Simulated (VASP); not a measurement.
Data:

```
Al
1.0
    0.00000     2.02500     2.02500
    2.02500     0.00000     2.02500
    2.02500     2.02500     0.00000
Al
1
Direct
  0.00000   0.00000   0.00000
```

These are r2SCAN meta-GGA, VASP's PBE PAW potentials (set 64) (plane waves; VASP 6.6.1) values and carry that method's errors. Numerical set-up: 400 eV cut-off, 14×14×14 Γ-centred mesh, first-order Methfessel-Paxton smearing of 0.10 eV, potentials Al.

Energy and stress use the plane-wave basis of the starting cell.

Task: The ions, cell shape and volume are relaxed. What does this cell relax into?

Result: 
```
Al
1.0
    0.00000     1.99104     1.99104
    1.99104     0.00000     1.99104
    1.99104     1.99104     0.00000
Al
1
Direct
  0.00000   0.00000   0.00000
```
Space group Fm-3m (225), at a tolerance of 0.03 Å.

Task: How do energy and volume change from the first to the last step?

Result: The energy (σ→0) changes by -11.2 meV/atom and the volume by -4.9 %, in 3 ionic steps.

The compound is Al in the fcc structure. This run relaxes it. Symmetry was kept, so distortions that lower it aren't found.
